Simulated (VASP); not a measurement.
Cost and result of VASP (PAW) for the bulk modulus of MgSe (rock salt). Static lattice, third-order Birch-Murnaghan fit over five volumes. The cost counts the five points of the equation of state, each on the mesh and cut-off of its row, so the ratios hold those differences too. With PBE it took about 40 core-seconds. The timings are rough (shared machines, no repeats); factors under 2 mean little.

| level | k-mesh | cut-off (eV) | bulk modulus (GPa) | cost over PBE |
|---|---|---|---|---|
| PBE-D3(BJ) | 8×8×8 | 520 | 67.8 | within a factor of 2 |
| LDA | 9×9×9 | 520 | 70.4 | within a factor of 2 |
| RPBE | 8×8×8 | 520 | … | within a factor of 2 |
| PBEsol | 8×8×8 | 520 | 65.4 | within a factor of 2 |
| PBE | 8×8×8 | 520 | 61.1 | reference |
| AM05 | 8×8×8 | 520 | 63.7 | within a factor of 2 |
| revTPSS | 8×8×8 | 520 | 64.3 | about 6 times |
| r2SCAN | 8×8×8 | 520 | … | about 6 times |

**Question.** Fill in the missing entries.

**Answer.** 
- RPBE, bulk modulus (GPa): 57.2
- r2SCAN, bulk modulus (GPa): 67.1

Left out are levels that failed, ran on another kind of processor or have no fit band path; at most nine are shown.

The compound is MgSe in the rock salt structure.
